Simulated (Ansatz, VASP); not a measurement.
## One calculation of P5N3, two programs

Contents of INCAR:

```
  ALGO = Normal
  EDIFF = 1E-7
  ENCUT = 520
  GGA = PE
  ISIF = 2
  ISMEAR = 0
  ISPIN = 2
  LASPH = True
  LCHARG = False
  LORBIT = 11
  LREAL = False
  LWAVE = False
  MAGMOM = 0 0 0 0 0 1 1 1
  NBANDS = 34
  NELM = 150
  PREC = Accurate
  SIGMA = 0.1
```

The input KPOINTS:

```
k-points
0
Gamma
  4 4 4
```

POSCAR

```
P5N3
1.0
   -3.1635270900      3.1635270900      3.1635270900
    3.1635270900     -3.1635270900      3.1635270900
    3.1635270900      3.1635270900     -3.1635270900
P N
5 3
Direct
    0.0000000000      0.0000000000      0.0000000000
    0.0000000000      0.0000000000      0.5000000000
    0.0000000000      0.5000000000      0.0000000000
    0.5000000000      0.0000000000      0.0000000000
    0.5000000000      0.5000000000      0.5000000000
    0.0000000000      0.5000000000      0.5000000000
    0.5000000000      0.5000000000      0.0000000000
    0.5000000000      0.0000000000      0.5000000000
```

Input for Ansatz:

```yaml
crystal:
  lattice:
    - [-3.16352709, 3.16352709, 3.16352709]
    - [3.16352709, -3.16352709, 3.16352709]
    - [3.16352709, 3.16352709, -3.16352709]
  atoms:
    - { symbol: P, position: [0.0, 0.0, 0.0] }
    - { symbol: P, position: [0.0, 0.0, 0.5] }
    - { symbol: P, position: [0.0, 0.5, 0.0] }
    - { symbol: P, position: [0.5, 0.0, 0.0] }
    - { symbol: P, position: [0.5, 0.5, 0.5] }
    - { symbol: "N", position: [0.0, 0.5, 0.5], spin: 1.0 }
    - { symbol: "N", position: [0.5, 0.5, 0.0], spin: 1.0 }
    - { symbol: "N", position: [0.5, 0.0, 0.5], spin: 1.0 }
basis:
  ecutwfc: 420
kpoints:
  mp_grid: { grid: [4, 4, 4] }
hamiltonian:
  xc: pbe
scf:
  occupations: { method: gaussian, width: 0.1 }
  lower_state_search: "off"
output:
  forces: true
  stress: true
  eigenvalues: true
  populations: true
magnetization:
  spin_polarized: true
```

Change from the starting cell: species swapped into the Fe5Co3 type (Im-3m, No. 229).

Alike in both runs: task single point; functional PBE; k mesh 4 × 4 × 4; occupations gaussian, width 0.1 eV; collinear spin.

|  | VASP | Ansatz |
| --- | --- | --- |
| version | VASP 6.6.1 | Ansatz 0.2.0 |
| potentials or method | VASP PAW PBE potentials, release 64 (P, N) | scalar-relativistic, plane waves, PAW |
| plane-wave cutoff (eV) | 520 | 420 |
| valence electrons in the cell | 40 | 40 |

```tsv
	VASP	Ansatz	Ansatz less VASP
gap on the k mesh at the Fermi level (eV)	none	none	-
pressure (GPa)	-23.1	-22.5	+0.57
net moment per atom (μB)	0.08	0.16	+0.079
size of the moment on the site where the two differ most (μB)	0.16	0.51	+0.348
```

Site moments also hang on the region over which each program counts them. A gap of «none» marks a metal or a gap that the smearing closes. With one functional, cell and mesh, what is left measures potentials, basis and numerics.

Caveats: so large a pressure means that the cell lies far from this level's equilibrium, or that cutoff or potentials fall short (VASP).
